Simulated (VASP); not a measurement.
Here is the system:

```
CELL_PARAMETERS angstrom
      0.00000     2.49046     2.49046
      2.49046     0.00000     2.49046
      2.49046     2.49046     0.00000
ATOMIC_POSITIONS crystal
  Sc 0.00000 0.00000 0.00000
  C  0.25000 0.25000 0.25000
```

Level of theory: LDA (Ceperley-Alder, Perdew-Zunger), VASP's LDA PAW potentials (set 64) (plane waves; VASP). Run with 520 eV cut-off, Gaussian smearing of 0.050 eV, potentials Sc_sv C.

Q: Give the energies of bands 6 to 10 at the high-symmetry points, in eV from the Fermi level.

A: 
```
band      Γ      X      U      L      W
----  -----  -----  -----  -----  -----
6     -0.87  -2.52  -1.95  -1.94  -1.69
7     -0.87   0.57  -0.18  -0.41  -0.52
8     -0.87   0.57   0.28  -0.41   0.53
9      4.24   1.93   2.18   4.67   1.90
10     4.24   5.17   4.52   4.67   4.12
```

It has no gap at this level: it comes out as a metal or semimetal.

The structure was generated: ScC was put into the zinc blende type (F-43m), which need not be its known phase. It was relaxed first, which changed the volume by -33 %. The electron count is odd and the run is not spin-polarised, which forces a metal.
